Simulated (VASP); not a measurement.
# GdO: equation of state with LDA

GdO:

```
CELL_PARAMETERS angstrom
0.00000 2.62994 2.62994
2.62994 0.00000 2.62994
2.62994 2.62994 0.00000
ATOMIC_POSITIONS crystal
Gd 0.00000 0.00000 0.00000
O 0.75000 0.75000 0.75000
```

- Program: VASP 6.6.1
- Task: equation of state
- Functional: LDA
- Potentials or basis: VASP PAW PBE potentials, release 64 (Gd, O)
- Cutoff: 520 eV
- k mesh: 8 × 8 × 8
- Occupations: fermi-dirac, width 0.05 eV
- Spin: collinear spin, ferromagnetic start
- Starting moments: [7.0, 0.0] μB

| Property | Result |
| --- | --- |
| Equilibrium volume | 18.23 Å³/atom |
| Bulk modulus | 104 GPa |
| Pressure derivative of the bulk modulus | 3.4 (rough: it moves with the points fitted) |

Energy against volume, from the lowest point:
| volume (Å³/atom) | energy (meV/atom) |
| --- | --- |
| 17.463 | 11.18 |
| 17.826 | 2.95 |
| 18.190 | 0.00 |
| 18.554 | 1.73 |
| 18.918 | 7.91 |

All runs of the series together: 4.3 min on 1 thread of Intel(R) Xeon(R) Platinum 8488C (Sapphire Rapids), on a shared host.

Caveat: the fit is doubtful: noisy points or a state that changes with volume; the PAW data sets were made with another functional, which shifts forces and pressure a little; without U or exact exchange the open f shell lies at the Fermi level, which spoils levels, moments and volumes. The state reached can hang on the start; a lower one may exist.
